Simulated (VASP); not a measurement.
# Ni2N (P-3m1) in VASP: further runs, part 2 of 2

VASP 6.6.1. The steps go on from the part before.

### Step 3. Relaxation of cell and atoms, RPBE, collinear spin, ferromagnetic start

INCAR

```
PREC     = Accurate       # precision mode
ENCUT    = 600            # plane-wave cutoff, eV
EDIFF    = 1E-7           # SCF threshold, eV
ISMEAR   = 0              # smearing method
SIGMA    = 0.05           # smearing width, eV
LREAL    = F              # projectors in reciprocal space
LASPH    = T              # aspherical terms in the spheres
NELM     = 120            # most SCF steps
ALGO     = Normal         # electronic algorithm
ISIF     = 3              # what is computed and relaxed
LWAVE    = F              # write WAVECAR
LCHARG   = F              # write CHGCAR
ISPIN    = 2              # spin polarisation
MAGMOM   = 1 1 0          # initial moments
LORBIT   = 11             # projections on sites
LMAXMIX  = 4              # l up to which the mixer works
GGA      = RP             # functional
IBRION   = 2              # ionic algorithm
NSW      = 40             # ionic steps
EDIFFG   = -0.01          # ionic threshold
```

KPOINTS

```
regular mesh
0
Gamma
  8 8 5
```

POSCAR

```
Ni2N
1.0
    2.8396200000      0.0000000000      0.0000000000
   -1.4198100000      2.4591800000      0.0000000000
    0.0000000000      0.0000000000      4.1027200000
Ni N
2 1
Direct
    0.6666700000      0.3333300000      0.7429400000
    0.3333300000      0.6666700000      0.2570500000
    0.0000000000      0.0000000000      0.0000000000
```

Potentials or basis: VASP PAW PBE potentials, release 64 (Ni, N).

On the command line:

```
cat potpaw_PBE.64/Ni/POTCAR potpaw_PBE.64/N/POTCAR > POTCAR
mpirun -np 1 vasp_std > vasp.out
```

OUTCAR:

```text
PREC = Accurate
   ENCUT = 600
   EDIFF = 1E-7
   ISMEAR = 0
   LREAL = F
   LASPH = T
   NELM = 120
   ISIF = 3
   ISPIN = 2
   LORBIT = 11
   GGA = RP
   IBRION = 2
   NSW = 40
   EDIFFG = -0.01

 ion  position               nearest neighbor table
   1  0.667  0.333  0.743-   3 1.95   3 1.95   3 1.95   2 2.58   2 2.58   2 2.58   2 2.67   2 2.67
                             2 2.67
   2  0.333  0.667  0.257-   3 1.95   3 1.95   3 1.95   1 2.58   1 2.58   1 2.58   1 2.67   1 2.67
                             1 2.67
   3  0.000  0.000  0.000-   2 1.95   2 1.95   2 1.95   1 1.95   1 1.95   1 1.95

  LATTYP: Found a hexagonal cell.
 ALAT       =     2.8396200000
 C/A-ratio  =     1.4448130384

  Lattice vectors:

 A1 = (   2.8396200000,   0.0000000000,   0.0000000000)
 A2 = (  -1.4198100000,   2.4591800000,   0.0000000000)
 A3 = (   0.0000000000,   0.0000000000,   4.1027200000)

Analysis of symmetry for initial positions (statically):
=====================================================================
 Subroutine PRICEL returns:
 Original cell was already a primitive cell.

 Routine SETGRP: Setting up the symmetry group for a
 hexagonal supercell.

 Subroutine GETGRP returns: Found  2 space group operations
 (whereof  2 operations were pure point group operations)
 out of a pool of 24 trial point group operations.

The static configuration has the point symmetry C_1h.

Analysis of symmetry for dynamics (positions and initial velocities):
=====================================================================
 Subroutine PRICEL returns:
 Original cell was already a primitive cell.

 Routine SETGRP: Setting up the symmetry group for a
 hexagonal supercell.

 Subroutine GETGRP returns: Found  2 space group operations
 (whereof  2 operations were pure point group operations)
 out of a pool of 24 trial point group operations.

The dynamic configuration has the point symmetry C_1h.

Analysis of structural, dynamic, and magnetic symmetry:
=====================================================================
 Subroutine PRICEL returns:
 Original cell was already a primitive cell.

 Routine SETGRP: Setting up the symmetry group for a
 hexagonal supercell.

 Subroutine GETGRP returns: Found  2 space group operations
 (whereof  2 operations were pure point group operations)
 out of a pool of 24 trial point group operations.

The overall configuration has the point symmetry C_1h.

 Subroutine INISYM returns: Found  2 space group operations
 (whereof  2 operations are pure point group operations),
 and found     1 'primitive' translations

----------------------------------------------------------------------------------------

                                     Primitive cell

  volume of cell :      28.6499

  direct lattice vectors                    reciprocal lattice vectors
     2.839620000  0.000000000  0.000000000     0.352159796  0.203319806  0.000000000
    -1.419810000  2.459180000  0.000000000     0.000000000  0.406639612  0.000000000
     0.000000000  0.000000000  4.102720000     0.000000000  0.000000000  0.243740738
[... 70 lines left out ...]
   total plane-waves  NPLWV =  20736
   dimension x,y,z NGX =    24 NGY =   24 NGZ =   36
   dimension x,y,z NGXF=    48 NGYF=   48 NGZF=   72
   ions per type =               2   1
   NGX,Y,Z   is equivalent  to a cutoff of  14.05, 14.05, 14.59 a.u.
   NGXF,Y,Z  is equivalent  to a cutoff of  28.10, 28.10, 29.18 a.u.
 SYSTEM =  unknown system
   PREC   = accura    normal or accurate (medium, high low for compatibility)
   ISTART =      0    job   : 0-new  1-cont  2-samecut
   ICHARG =      2    charge: 1-file 2-atom 10-const
   ISPIN  =      2    spin polarized calculation?
   LNONCOLLINEAR =      F non collinear calculations
   LSORBIT =      F    spin-orbit coupling
   LASPH  =      T    aspherical Exc in radial PAW
   ENCUT  =  600.0 eV  44.10 Ry    6.64 a.u.   5.67  5.67  8.19*2*pi/ulx,y,z
   NELM   =    120;   NELMIN=  2; NELMDL= -5     # of ELM steps
   EDIFF  = 0.1E-06   stopping-criterion for ELM
   LREAL  =      F    real-space projection
   EDIFFG = -.1E-01   stopping-criterion for IOM
   NSW    =     40    number of steps for IOM
   IBRION =      2    ionic relax: 0-MD 1-quasi-New 2-CG
   NFREE  =      1    steps in history (QN), initial steepest desc. (CG)
   ISIF   =      3    stress and relaxation
   ISYM   =      2    0-nonsym 1-usesym 2-fastsym
   POTIM  = 0.5000    time-step for ionic-motion
   TEBEG  =    0.0;   TEEND  =   0.0 temperature during run
   PSTRESS=    0.0 pullay stress
   NELECT =      25.0000    total number of electrons
   NUPDOWN=      -1.0000    fix difference up-down
   EMIN   =  10.00;   EMAX   =-10.00  energy-range for DOS
   EFERMI =   0.00;   METHOD = LEGACY
   ISMEAR =     0;   SIGMA  =   0.05  broadening in eV -4-tet -1-fermi 0-gaus
   EFERMI_NEDOS =   21; number of points for ismear=-14 and -15
   IALGO  =     38    algorithm
   IMIX   =      4    mixing-type and parameters
     AMIX     =   0.40;   BMIX     =  1.00
     AMIX_MAG =   1.60;   BMIX_MAG =  1.00
  volume/ion in A,a.u.               =       9.55        64.45
  Fermi-wavevector in a.u.,A,eV,Ry     =   1.564398  2.956284 33.298114  2.447342
  Thomas-Fermi vector in A             =   2.667028
   LORBIT       =     11    0 simple, 1 ext, 2 COOP (PROOUT), +10 PAW based schemes
   GGA     = RP    functional components
   LHFCALC =     F    Hartree Fock is set to
   AEXX    =    0.0000 exact exchange contribution
   IVDW    =     0    specifies the selected vdW correction
   LEPSILON=     F    determine dielectric tensor
   LRPA    =     F    only Hartree local field effects (RPA)
 conjugate gradient relaxation of ions
 spin polarized calculation
 Gauss-broadening in eV      SIGMA  =   0.05
  energy-cutoff  :      600.00
  volume of cell :       28.65
 maximum number of plane-waves:       976
   NGX = 11   NGY = 11   NGZ = 17

--------------------------------------- Ionic step        1  -------------------------------------------

 number of electron      25.0000006 magnetization      -0.0025668

 number of electron      25.0000006 magnetization       0.0001697

 Free energy of the ion-electron system (eV)
  ---------------------------------------------------
  ext. energy  EPLUGINS =         0.00000000
  ---------------------------------------------------
  free energy    TOTEN  =       -16.83455954 eV

  energy without entropy =      -16.83120071  energy(sigma->0) =      -16.83288013

------------------------ aborting loop because EDIFF is reached ----------------------------------------

  FORCE on cell =-STRESS in cart. coord.  units (eV):
  Direction    XX          YY          ZZ          XY          YZ          ZX
  --------------------------------------------------------------------------------------
  -------------------------------------------------------------------------------------
  Total        1.1331536      1.1331253      0.9829078     -0.0000221     -0.0000337      0.0000583
  in kB       63.3690148     63.3674300     54.9668605     -0.0012361     -0.0018818      0.0032595
  external PRESSURE =      60.5677684 kB  Pullay stress =       0.0000000 kB
[... 143 lines left out ...]
 number of electron      24.9999989 magnetization      -0.0000000

 number of electron      24.9999989 magnetization       0.0000000

 Free energy of the ion-electron system (eV)
  ---------------------------------------------------
  ext. energy  EPLUGINS =         0.00000000
  ---------------------------------------------------
  free energy    TOTEN  =       -16.84993329 eV

  energy without entropy =      -16.84645426  energy(sigma->0) =      -16.84819378

 E-fermi :   8.9235     XC(G=0): -12.7189

 val. band max:        8.8900652223   @ k =   0.3750   0.2500   0.4000
 cond. band min:       8.9320361570   @ k =   0.2500   0.5000   0.4000
 fundamental gap:      0.0419709346
 Fermi energy:         8.9234636350

 spin component 1

 k-point     1 :       0.0000    0.0000    0.0000
  band No.  band energies     occupation
      1      -8.3520      1.00000
      2       1.9602      1.00000
      3       3.9398      1.00000
      4       3.9398      1.00000
      5       5.1258      1.00000
      6       6.5862      1.00000
[... 459 lines left out ...]
      6       6.3025      1.00000
[... 9 lines left out ...]
     16      16.3445      0.00000
     17      20.3193      0.00000

 [... further k-points ...]

 spin component 2

 k-point     1 :       0.0000    0.0000    0.0000
  band No.  band energies     occupation
      1      -8.3520      1.00000
      2       1.9602      1.00000
      3       3.9398      1.00000
      4       3.9398      1.00000
      5       5.1258      1.00000
      6       6.5862      1.00000
[... 501 lines left out ...]
  FREE ENERGIE OF THE ION-ELECTRON SYSTEM (eV)
  ---------------------------------------------------
  free  energy   TOTEN  =       -16.8499332902 eV

  energy  without entropy=      -16.8464542609  energy(sigma->0) =      -16.84819378

 reached required accuracy - stopping structural energy minimisation

 total charge

# of ion       s       p       d       tot
------------------------------------------
    1        0.417   0.518   8.370   9.304
    2        0.417   0.518   8.370   9.304
    3        1.264   2.371   0.000   3.635
--------------------------------------------------
tot          2.097   3.407  16.739  22.243

 magnetization (x)

# of ion       s       p       d       tot
------------------------------------------
    1       -0.000  -0.000  -0.000  -0.000
    2       -0.000  -0.000  -0.000  -0.000
    3       -0.000  -0.000   0.000  -0.000
--------------------------------------------------
tot         -0.000  -0.000  -0.000  -0.000
```

Wall time 4.8 min (1 thread of AMD EPYC 9R45 (Zen 5), shared host); peak memory 0.21 GiB.

Results:

| Item | Value |
| --- | --- |
| Free energy | -16.8499 eV |
| Relaxed volume | 9.84 Å³/atom |
| Relaxed cell | a = 2.872 Å, b = 2.872 Å, c = 4.134 Å, α = 90.00°, β = 90.00°, γ = 120.00° |
| Space group after relaxing (to 0.05 Å) | P-3m1 (No. 164) |
| Energy gained by relaxing | 5.1 meV/atom |
| Ionic steps | 5 |
| Pressure after relaxing | 0.0 GPa |
| Largest force after relaxing | 0.005 eV/Å |
| Band gap on the k mesh | none (metal or under the smearing width) |
| Net moment | 0.00 μB per cell |
| Valence electrons inside the program's atomic spheres | Ni 9.30; N 3.63 |

Forces in eV/Å, atoms in the order of the input:
```
Ni   0.000  0.000 -0.005
Ni   0.000  0.000  0.005
N    0.000  0.000  0.000
```

Stress tensor (GPa, compression positive):
```
 0.03  0.00  0.00
 0.00  0.03  0.00
 0.00  0.00 -0.08
```

The path:
| step | energy change (eV) | largest force (eV/Å) | pressure (GPa) | volume (Å³) |
| --- | --- | --- | --- | --- |
| 1 | 0.0000 | 0.1321 | 6.06 | 28.65 |
| 2 | -0.0003 | 0.3569 | -5.10 | 30.17 |
| 3 | -0.0142 | 0.1246 | 0.16 | 29.40 |
| 4 | -0.0152 | 0.0493 | 0.05 | 29.47 |
| 5 | -0.0154 | 0.0047 | -0.01 | 29.52 |

Final structure:
```
Ni N
1.0
     2.87170    0.00000    0.00000
    -1.43585    2.48696    0.00000
     0.00000    0.00000    4.13400
Ni N
2 1
Direct
  0.66667 0.33333 0.74435
  0.33333 0.66667 0.25565
  0.00000 0.00000 0.00000
```

Levels at points of the mesh, in eV from the Fermi level:
Spin up:
```tsv
k point	band 9	band 10	band 11	band 12	band 13	band 14	band 15	band 16
(0.00, 0.00, 0.00)	-2.16	-2.00	-1.57	-1.57	-0.40	1.91	1.91	7.75
(0.50, 0.00, 0.00)	-1.32	-1.00	-0.89	-0.81	-0.27	0.24	4.13	4.39
(0.50, 0.50, 0.00)	-1.32	-1.00	-0.89	-0.81	-0.27	0.24	4.13	4.39
```
Spin down:
```tsv
k point	band 10	band 11	band 12	band 13	band 14	band 15
(0.00, 0.00, 0.00)	-2.00	-1.57	-1.57	-0.40	1.91	1.91
(0.50, 0.00, 0.00)	-1.00	-0.89	-0.81	-0.27	0.24	4.13
(0.50, 0.50, 0.00)	-1.00	-0.89	-0.81	-0.27	0.24	4.13
```

Caveat: the PAW data sets were made with another functional, which shifts forces and pressure a little. With open d or f shells a metallic result of RPBE can be an artefact of self-interaction; +U or a hybrid may open a gap.
